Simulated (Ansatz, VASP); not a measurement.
**Cross-check of SiO2 between VASP and Ansatz**

One calculation is typed for both programs; each brings its own data sets. How far apart do they land? The structure shown is the start of the Ansatz relaxation below; VASP solves that cell, so the two are compared at the walk's first step.

Calculated with Ansatz 0.2.0; plane waves, with VASP 6.6.1 beside it; single point at LDA.

### 1. Set-up

Symmetry: P4_2/mnm, No. 136, tetragonal system. Conventional cell: a = 4.030 Å, b = 4.030 Å, c = 2.691 Å, α = 90.00°, β = 90.00°, γ = 90.00°. O has 3 Si at 1.73 to 1.75 Å nearest. Nearest to Si lie 6 O at 1.73 to 1.75 Å. Farther neighbours and most contacts between anions are not listed.

As a file:

```cif
data_structure
_symmetry_space_group_name_H-M 'P 1'
_symmetry_Int_Tables_number 1
_cell_length_a 4.0303
_cell_length_b 4.0303
_cell_length_c 2.6912
_cell_angle_alpha 90.000
_cell_angle_beta 90.000
_cell_angle_gamma 90.000
_cell_volume 43.71
loop_
_atom_site_label
_atom_site_type_symbol
_atom_site_fract_x
_atom_site_fract_y
_atom_site_fract_z
_atom_site_occupancy
O1 O 0.69594 0.69594 0.00000 1
O2 O 0.19594 0.80406 0.50000 1
O3 O 0.30406 0.30406 0.00000 1
O4 O 0.80406 0.19594 0.50000 1
Si5 Si 0.50000 0.50000 0.50000 1
Si6 Si 0.00000 0.00000 0.00000 1
```

### 2. Ansatz: relaxation, LDA

Ansatz runs on its PAW soft_1 files.

The two programs are compared at the cell with which this relaxation starts, whose forces are those of its first step.

input.yaml reads:

```yaml
crystal:
  lattice:
    - [4.0302653771, 0.0, 0.0]
    - [0.0, 4.0302653771, 0.0]
    - [0.0, 0.0, 2.6912272784]
  atoms:
    - { symbol: O, position: [0.6959356854, 0.6959356854, 0.0] }
    - { symbol: O, position: [0.1959356854, 0.8040643146, 0.5] }
    - { symbol: O, position: [0.3040643146, 0.3040643146, 0.0] }
    - { symbol: O, position: [0.8040643146, 0.1959356854, 0.5] }
    - { symbol: Si, position: [0.5, 0.5, 0.5] }
    - { symbol: Si, position: [0.0, 0.0, 0.0] }
kpoints:
  mp_grid: { grid: [8, 8, 8] }
hamiltonian:
  xc: lda
  pseudopotentials: { kind: paw, azcp: { folder: soft_1 }, xc_functional: pbe }
scf:
  occupations: { method: fixed }
output:
  forces: true
  stress: true
  eigenvalues: true
relax:
  adjacent_minimum: "off"
  f_tol: 0.001
  max_steps: 60
  cell: { stress_tol: 0.01, fix: [a, b, gamma] }
```

On the command line:

```bash
$ ansatz run input.yaml --threads 8 --pin off --max-ram 16384MiB --backend cpu --events-out ev --progress --plain --runs-dir out
```

Numbers of over 12 decimals in the logs are rounded to 6 here.

The log of the run:

```text
Engine: ansatz 0.2.0, aarch64-unknown-linux-gnu
Pseudopotentials: kind: paw
Pseudopotential: O, paw, valence charge 6, recommended cutoff 420 eV (normal), soft_1/O.paw.azcp
Pseudopotential: Si, paw, valence charge 4, recommended cutoff 420 eV (normal), soft_1/Si.paw.azcp
Functional definition: SPW92
  exchange = slater_x
  correlation = pw_c
Crystal: 6 atoms, lattice volume = 43.714 Å³
Basis set: ecut = 420 eV, 865 PW (Γ)
Bands: 22, of which v1, the nominal top of the filled ones, is band 16 counted from 1 (15 counted from 0)
Symmetry: 16 space group operations
Space group: P42/mnm (ITA 136), of the structure as read, at distance tolerance 3.5e-5 Å
k-points: 75 of 512
Non-local potential: O, projectors of the file, l = 0: 2, l = 1: 2, l = 2: 1
Non-local potential: Si, projectors of the file, l = 0: 2, l = 1: 2, l = 2: 1
PAW form: soft (Blöchl's): semilocal exchange-correlation on the pseudo side does not see the compensation charge
PAW frozen core: O, regenerated for the run's functional, and the local potential with it (the file was generated under x = pbe(κ = 0.804, μ = 0.219515), c = pbe(β = 0.066725))
PAW frozen core: Si, regenerated for the run's functional, and the local potential with it (the file was generated under x = pbe(κ = 0.804, μ = 0.219515), c = pbe(β = 0.066725))
PAW one-centre angular grid: O, 110 points (default); XC on 64 Gauss nodes
PAW one-centre angular grid: Si, 110 points (default); XC on 64 Gauss nodes
Initial density: superposition of atomic densities (chi_scale 0.1, normalization cell, long waves kept (reshape's long-wave potential 0.00 eV rms))
Initial wavefunctions: pseudopotential atomic-orbital guess
Functional: x = slater, c = lda
SCF iter   1: F=—  HF=-3447.569275 eV  |F-HF|=—  |Δ(HF+E_count)|=         —  Δρ=1.51e-1  dr2=7.64e0  ethr=3.10e-3  ⟨swp⟩=4.3  Hψ=7472  notcnv=0  defer=291
preconditioner: auto → none  [insulator: Δε(μ)=7.646 eV  Ē_g=20.280 eV  n_scr=10 (ndim 8)  ℏωp=31.8 eV  f_vac=0.000  ε∞_Penn≈3.5]
SCF iter   2: F=—  HF=-3445.438989 eV  |F-HF|=—  |Δ(HF+E_count)|=    2.13e0  Δρ=6.37e-2  dr2=6.37e-1  ethr=3.10e-3  ⟨swp⟩=3.1  Hψ=3972  notcnv=0  defer=286
SCF iter   3: F=—  HF=-3445.279294 eV  |F-HF|=—  |Δ(HF+E_count)|=   1.60e-1  Δρ=2.27e-2  dr2=7.95e-2  ethr=1.99e-3  ⟨swp⟩=2.3  Hψ=2805  notcnv=0  defer=295
SCF iter   4: F=—  HF=-3445.281008 eV  |F-HF|=—  |Δ(HF+E_count)|=   1.71e-3  Δρ=1.82e-3  dr2=4.79e-4  ethr=2.49e-4  ⟨swp⟩=2.0  Hψ=1876  notcnv=0  defer=298
SCF iter   5: F=—  HF=-3445.281209 eV  |F-HF|=—  |Δ(HF+E_count)|=   2.01e-4  Δρ=2.17e-4  dr2=1.10e-5  ethr=1.50e-6  ⟨swp⟩=2.0  Hψ=2752  notcnv=0  defer=298
SCF iter   6: F=—  HF=-3445.281212 eV  |F-HF|=—  |Δ(HF+E_count)|=   2.90e-6  Δρ=2.89e-5  dr2=8.25e-8  ethr=3.13e-10  ⟨swp⟩=10.9  Hψ=11147  notcnv=0
SCF iter   7: F=-3445.281212 eV  HF=-3445.281212 eV  |F-HF|=9.36e-10  |Δ(HF+E_count)|=   8.34e-8  Δρ=3.06e-6  dr2=1.69e-9  ethr=2.58e-10  ⟨swp⟩=2.3  Hψ=5788  notcnv=0
SCF 1 converged in 7 iterations: F = -3445.281212 eV  dr2 = 1.69e-9
  greatest PAW one-centre occupation: 0.856 electrons in one spin orbital (limit 2), on the O atom at site 3 (counted from 0), in its partial waves of l = 0
relax step   1: F+E_penalty+E_count = -3445.28121234 eV  Δ(F+E_penalty+E_count) = +0.000e0 eV  max|allowed force component| = 8.746e-2 eV/Å  Δτ_max = 0.0000 Å  P = +16.381 GPa  Ω = 43.714 Å³  fix = [a, b, gamma]  reactions: a +22.177, b +22.177 GPa  (7 SCF iters, dr2 threshold 1.00e-7 eV, accepted)
[...]
relax step   5: F+E_penalty+E_count = -3445.28594131 eV  Δ(F+E_penalty+E_count) = -1.483e-3 eV  max|allowed force component| = 3.048e-4 eV/Å  Δτ_max = 0.0000 Å  P = +13.632 GPa  Ω = 43.981 Å³  fix = [a, b, gamma]  reactions: a +20.429, b +20.429 GPa  stress off target by 3.85e-2 GPa on what of the cell is left free  SCF on the basis re-selected at this cell (its energy is not comparable with the rows above)  (6 SCF iters)
[...]
relax step   6: F+E_penalty+E_count = -3445.28593027 eV  Δ(F+E_penalty+E_count) = +1.104e-5 eV  max|allowed force component| = 6.738e-5 eV/Å  Δτ_max = 0.0000 Å  P = +13.610 GPa  Ω = 43.984 Å³  energy of the carried Pulay correction = -1.131e-5 eV  fix = [a, b, gamma]  reactions: a +20.415, b +20.415 GPa  (3 SCF iters, dr2 threshold 3.71e-9 eV, accepted)
[...]
relax step   7: F+E_penalty+E_count = -3445.28593597 eV  Δ(F+E_penalty+E_count) = -5.702e-6 eV  max|allowed force component| = 5.792e-5 eV/Å  Δτ_max = 0.0000 Å  P = +13.610 GPa  Ω = 43.984 Å³  fix = [a, b, gamma]  reactions: a +20.415, b +20.415 GPa  stress off target by 8.85e-4 GPa on what of the cell is left free  SCF on the basis re-selected at this cell (its energy is not comparable with the rows above)  (4 SCF iters)
basis re-selected at this cell: Δ(F+E_penalty+E_count) = -5.702e-6 eV, ΔP = -0.000 GPa vs the last step (what re-selecting the basis moved, of the pressure what is left beyond the Pulay correction that the steps carried, after the strain that the cell walked since its last selection, with what the two solves' SCF thresholds leave and, on support functions, any second-order correction that the steps lacked; it is no m [...]
SCF converged after 4 iterations
Free energy (F): -3445.285936 eV
Harris-Foulkes:  -3445.285936 eV  (|F-HF|=9.09e-13)
Internal energy: -3445.285936 eV  (E = F + TS)
E sigma→0 (E₀):  -3445.285936 eV
Fermi energy:    11.247588 eV
--- Per-component energies (eV) ---
  E_band       = 80.766933
  E_kinetic    = 791.347954
  E_local      = -1157.293253  (includes V_loc(G=0)·N_el)
  E_nonlocal   = 262.315862
  E_hartree    = 421.899437
  E_xc         = -402.152281
  E_vxc        = -469.836829  (∫ρ·V_xc dr)
  E_paw        = -1583.090498  (= ΣΔE_a)
  E_vpaw       = -189.568882  (= ΣTr[D̂ρ^β])
  E_aug_tail   = 0.003234  (compensation charges beyond the density's cutoff)
  E_ewald      = -1778.872738
  E_core_change = 0.556347  (= ΣΔE_core)
  E_smearing   = -0.000000  (= −TS)
  E_closure    = -0.000000  (closes the sum)
  Σ components = -3445.285936   (vs F -3445.285936, Δ=0.00e0)
--- Forces (eV/Å), atoms counted from 1 ---
  atom   1  O      0.00005792     0.00005792    -0.00000000
  atom   2  O      0.00005792    -0.00005792    -0.00000000
  atom   3  O     -0.00005792    -0.00005792     0.00000000
  atom   4  O     -0.00005792     0.00005792     0.00000000
  atom   5  Si     0.00000000     0.00000000     0.00000000
  atom   6  Si    -0.00000000    -0.00000000     0.00000000
  max |Σ_I F_I| component: 8.67e-19 eV/Å
--- Stress (GPa, compression-positive) ---
       20.415235       0.000000       0.000000
        0.000000      20.415235       0.000000
        0.000000       0.000000      -0.000885
  P = ⅓ Tr σ = 13.6099 GPa (136.099 kbar)
--- Band table (eV; the first three rows and the last of 75) ---
  k-point 0: bands = [... 12 lower, 8.5996, 10.3641, 10.3641, 11.2476, 17.2452, 17.6254, 19.2899, 19.2899, ... 2 higher]
  k-point 1: bands = [... 12 lower, 7.9782, 10.1850, 10.1850, 10.9891, 18.3388, 18.3491, 20.1963, 20.1963, ... 2 higher]
  k-point 2: bands = [... 12 lower, 6.8418, 9.6440, 9.6440, 10.2161, 19.4520, 20.7094, 21.2836, 22.2127, ... 2 higher]
  k-point 74: bands = [... 12 lower, 9.5900, 9.5900, 9.5922, 9.5922, 19.0477, 19.0477, 22.7122, 22.7122, ... 2 higher]
--- Relaxed structure (5 steps of the walk, 5 accepted, 2 SCFs on fresh bases) ---
  F+E_penalty+E_count = -3445.28593597 eV   max|allowed force component| = 5.792e-5 eV/Å   (the final SCF, on the basis selected at the relaxed cell)
  cell:  # Å, volume = 43.9835 Å³
    - [4.0302653771, 0, 0]
    - [0, 4.0302653771, 0]
    - [0, 0, 2.707839]
  atoms:
    - { symbol: O, position: [0.696439, 0.696439, 0] }
    - { symbol: O, position: [0.196439, 0.803561, 0.5] }
    - { symbol: O, position: [0.303561, 0.303561, 0] }
    - { symbol: O, position: [0.803561, 0.196439, 0.5] }
    - { symbol: Si, position: [0.5, 0.5, 0.5] }
    - { symbol: Si, position: [0, 0, 0] }
```

The column dr2 measures how far the density is from self-consistency, as an energy; F and HF (Harris–Foulkes) agree once it is small.

### 3. VASP: single point, LDA, start cell, pair 1

The same cell, functional (in two slightly different forms) and mesh now go to VASP, with its own data sets.

Lines of VASP's logs that name or quote its potential files are left out, and so is its time.

INCAR reads:

```
SYSTEM = SiO2
PREC = Accurate
ENCUT = 520
EDIFF = 1E-06
NELM = 120
ISMEAR = 0
SIGMA = 0.01
LREAL = .FALSE.
ALGO = Normal
GGA = PW92
NBANDS = 22
LORBIT = 11
LWAVE = .FALSE.
LCHARG = .FALSE.
ISIF = 2
LASPH = .TRUE.
GGA_COMPAT = .FALSE.
EFERMI = MIDGAP
KPAR = 2
```

POSCAR reads:

```
SiO2
1.0
    4.0302650000      0.0000000000      0.0000000000
    0.0000000000      4.0302650000      0.0000000000
    0.0000000000      0.0000000000      2.6912270000
O Si
4 2
Direct
    0.6959357512      0.6959356271      0.0000000000
    0.1959357512      0.8040643729      0.5000000000
    0.3040644970      0.3040643729      0.0000000000
    0.8040644970      0.1959356271      0.5000000000
    0.5000001241      0.5000000000      0.5000000000
    0.0000001241      0.0000000000      0.0000000000
```

KPOINTS reads:

```
Automatic mesh
0
Gamma
8 8 8
0 0 0
```

The projector-augmented-wave data sets are O and Si (LDA family, release 64).

On the command line:

```bash
$ mpirun -np 2 vasp_std
```

The log of the run:

```text
[banner, memory and clock lines left out]
running    2 mpi-ranks, on    1 nodes
 distrk:  each k-point on    1 cores,    2 groups
 distr:  one band on    1 cores,    1 groups

 POSCAR found type information on POSCAR O Si
 POSCAR found :  2 types and       6 ions
|                                                                             |
|               ----> ADVICE to this user running VASP <----                  |
|                                                                             |
|     You enforced a specific xc type in the INCAR file but a different       |
|     [... a line on the potential file left out ...]
|     I HOPE YOU KNOW WHAT YOU ARE DOING!                                     |
|                                                                             |

 LDA part: xc-table for (Slater(with rela. corr.)+PW92), standard interpolation
 POSCAR, INCAR and KPOINTS ok, starting setup
 FFT: planning ... GRIDC
 FFT: planning ... GRID_SOFT
 FFT: planning ... GRID
 WAVECAR not read
 entering main loop
       N       E                     dE             d eps       ncg     rms          rms(c)
DAV:   1     0.144208006677E+03    0.14421E+03   -0.18119E+04  3332   0.141E+03
DAV:   2    -0.506910665851E+02   -0.19490E+03   -0.18747E+03  4304   0.308E+02
DAV:   3    -0.569624690747E+02   -0.62714E+01   -0.62527E+01  4194   0.555E+01
DAV:   4    -0.570028230383E+02   -0.40354E-01   -0.40338E-01  4092   0.524E+00
DAV:   5    -0.570031791404E+02   -0.35610E-03   -0.35608E-03  4116   0.467E-01    0.191E+01
DAV:   6    -0.519555714499E+02    0.50476E+01   -0.17242E+01  3978   0.284E+01    0.922E+00
DAV:   7    -0.518824902732E+02    0.73081E-01   -0.67974E-01  3930   0.525E+00    0.320E+00
DAV:   8    -0.518524661658E+02    0.30024E-01   -0.25255E-02  4020   0.145E+00    0.110E+00
DAV:   9    -0.518471615256E+02    0.53046E-02   -0.54402E-03  4026   0.607E-01    0.218E-01
DAV:  10    -0.518471681504E+02   -0.66249E-05   -0.13395E-04  3984   0.941E-02    0.600E-02
DAV:  11    -0.518471682265E+02   -0.76091E-07   -0.15184E-05  4074   0.299E-02    0.104E-02
DAV:  12    -0.518471681217E+02    0.10487E-06   -0.56645E-07  2568   0.678E-03
   1 F= -.51847168E+02 E0= -.51847168E+02  d E =0.000000E+00
```

OUTCAR, selected parts (step 3):

```text
ion  position               nearest neighbor table
   1  0.696  0.696  0.000-   6 1.73   5 1.75   5 1.75
   2  0.196  0.804  0.500-   5 1.73   6 1.75   6 1.75
   3  0.304  0.304  0.000-   6 1.73   5 1.75   5 1.75
   4  0.804  0.196  0.500-   5 1.73   6 1.75   6 1.75
   5  0.500  0.500  0.500-   2 1.73   4 1.73   3 1.75   1 1.75   1 1.75   3 1.75
   6  0.000  0.000  0.000-   1 1.73   3 1.73   2 1.75   4 1.75   2 1.75   4 1.75

  LATTYP: Found a simple tetragonal cell.
 ALAT       =     4.0302650000
 C/A-ratio  =     0.6677543536

 Subroutine GETGRP returns: Found 16 space group operations
 (whereof  8 operations were pure point group operations)

The static configuration has the point symmetry D_2h.
 The point group associated with its full space group is D_4h.

 Found     75 irreducible k-points:

   k-points           NKPTS =     75   k-points in BZ     NKDIM =     75   number of bands    NBANDS=     22

   dimension x,y,z NGX =    30 NGY =   30 NGZ =   20
   dimension x,y,z NGXF=    60 NGYF=   60 NGZF=   40

   ENCUT  =  520.0 eV  38.22 Ry    6.18 a.u.   7.49  7.49  5.00*2*pi/ulx,y,z

   NELECT =      32.0000    total number of electrons

 k-points in reciprocal lattice and weights: Automatic mesh
   0.00000000  0.00000000  0.00000000       0.002
   0.12500000  0.00000000  0.00000000       0.008
   0.25000000  0.00000000  0.00000000       0.008
   0.37500000  0.00000000  0.00000000       0.008
   0.50000000  0.00000000  0.00000000       0.004
   0.12500000  0.12500000  0.00000000       0.008
   0.25000000  0.12500000  0.00000000       0.016
   0.37500000  0.12500000  0.00000000       0.016
   0.50000000  0.12500000  0.00000000       0.008
[...]
0.50000000  0.37500000  0.50000000       0.008
   0.50000000  0.50000000  0.50000000       0.002

 average (electrostatic) potential at core
       1 -66.9311       2 -66.9311       3 -66.9311       4 -66.9311       5 -81.6932
       6 -81.6932

 E-fermi :  12.0785

 k-point     1 :       0.0000    0.0000    0.0000
  band No.  band energies     occupation
    ...
     12       5.5044      2.00000
     13       6.3811      2.00000
     14       8.1672      2.00000
     15       8.1672      2.00000
     16       9.0588      2.00000
     17      15.0983      0.00000
     18      15.5979      0.00000
     19      17.2181      0.00000
     20      17.2181      0.00000
     21      20.0058      0.00000
    ...

 k-point     2 :       0.1250    0.0000    0.0000
  band No.  band energies     occupation
    ...
     12       5.5498      2.00000
     13       6.4044      2.00000
     14       7.8216      2.00000
     15       8.1387      2.00000
     16       8.9231      2.00000
     17      15.2723      0.00000
     18      15.8254      0.00000
     19      17.2715      0.00000
     20      17.2974      0.00000
     21      20.3187      0.00000
    ...

 k-point     3 :       0.2500    0.0000    0.0000
  band No.  band energies     occupation
    ...
     12       5.6787      2.00000
     13       6.3889      2.00000
     14       6.9383      2.00000
     15       8.0630      2.00000
     16       8.5699      2.00000
     17      15.7633      0.00000
     18      16.3506      0.00000
     19      17.5085      0.00000
     20      17.5252      0.00000
     21      20.7189      0.00000
    ...

  Total        6.2308447      6.2308447      1.6232245     -0.0000000      0.0000000      0.0000000
  in kB      228.3704841    228.3704841     59.4937896     -0.0000000      0.0000000      0.0000000
  external PRESSURE =     172.0782526 kB  Pullay stress =       0.0000000 kB

  energy-cutoff  :      520.00
  volume of cell :       43.71
      direct lattice vectors                 reciprocal lattice vectors
     4.030265000  0.000000000  0.000000000     0.248122642  0.000000000  0.000000000
     0.000000000  4.030265000  0.000000000     0.000000000  0.248122642  0.000000000
     0.000000000  0.000000000  2.691227000     0.000000000  0.000000000  0.371577723

 POSITION                                       TOTAL-FORCE (eV/Angst)
 -----------------------------------------------------------------------------------
      2.80481      2.80481      0.00000         0.092962      0.092962      0.000000
      0.78967      3.24059      1.34561         0.092962     -0.092962      0.000000
      1.22546      1.22546      0.00000        -0.092962     -0.092962      0.000000
      3.24059      0.78967      1.34561        -0.092962      0.092962      0.000000
      2.01513      2.01513      1.34561        -0.000000      0.000000      0.000000
      0.00000      0.00000      0.00000        -0.000000      0.000000      0.000000
 -----------------------------------------------------------------------------------
    total drift:                               -0.001112     -0.000800      0.000000

  FREE ENERGIE OF THE ION-ELECTRON SYSTEM (eV)
  ---------------------------------------------------
  free  energy   TOTEN  =       -51.8471681217 eV

  energy  without entropy=      -51.8471681217  energy(sigma->0) =      -51.84716812

 total charge
# of ion       s       p       d       tot
------------------------------------------
    1        1.543   3.723   0.000   5.266
    2        1.543   3.723   0.000   5.266
    3        1.543   3.723   0.000   5.266
    4        1.543   3.723   0.000   5.266
    5        0.604   0.945   0.000   1.549
    6        0.604   0.945   0.000   1.549
--------------------------------------------------
tot          7.379  16.780   0.000  24.160

[... 3 further parts left out ...]
```

The run ends at a pressure of 17.21 GPa, with forces up to 0.13 eV/Å.

### 4. Side by side

Known differences besides the potentials themselves: fixed occupations in Ansatz, narrow Gaussian smearing in VASP; the cutoff is 420 eV in Ansatz and 520 eV in VASP; VASP's log shows a relativistic correction to its local exchange, Ansatz's none. Total energies have different zeros and are not compared.

Forces (eV/Å; atoms numbered as in POSCAR):

```csv
atom,"Ansatz x, y, z","VASP x, y, z"
O1,"0.087, 0.087, 0.000","0.093, 0.093, 0.000"
O2,"0.087, -0.087, 0.000","0.093, -0.093, 0.000"
O3,"-0.087, -0.087, 0.000","-0.093, -0.093, 0.000"
O4,"-0.087, 0.087, 0.000","-0.093, 0.093, 0.000"
Si5,"0.000, 0.000, 0.000","0.000, 0.000, 0.000"
Si6,"0.000, 0.000, 0.000","0.000, 0.000, 0.000"
```

The forces differ by 3.7 meV/Å r.m.s., which is 5.9 % of the r.m.s. force of 0.062 eV/Å (both taken over all components).

(Continued in part 2 of 2.)

[Lines on the potential files, build, host, timing and source positions are cut from VASP's logs without a mark.]

[Logs are printed without paths, hosts, clocks, repeated set-up lines and the standing remarks that a program may print on its own settings, such as how far it seeks lower states.]

[Hosts, paths, dates, database ids (printed as entryN), source tags and the programs' standing remarks are cut or masked in the printed files.]
